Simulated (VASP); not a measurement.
Input:

```
Dy
1.0
    0.00000     2.50704     2.50704
    2.50704     0.00000     2.50704
    2.50704     2.50704     0.00000
Dy
1
Direct
  0.00000   0.00000   0.00000
```

All values below come from r2SCAN meta-GGA, VASP's PBE PAW potentials (set 64) (plane waves; VASP). Run with 400 eV cut-off, 14×14×14 Γ-centred mesh, tetrahedra with Blöchl corrections, potentials Dy_3.

The 4f electrons are frozen in the core of the lanthanide potential, so 4f levels, which can set the real gap, and their magnetism are missing.

Problem. Give the energies of bands 4 to 7 at the high-symmetry points, in eV from the Fermi level.

Solution. 
```tsv
band	Γ	X	U	L	W
4	-5.40	-2.07	-1.18	-2.30	-0.90
5	2.13	-1.03	-0.55	0.77	0.32
6	2.13	2.47	1.26	1.91	0.32
7	2.13	6.36	4.26	1.91	3.00
```

It has no gap at this level: it comes out as a metal or semimetal.

The structure was generated: Dy was put into the fcc type (Fm-3m), which need not be its known phase. The cell was not relaxed at this level.
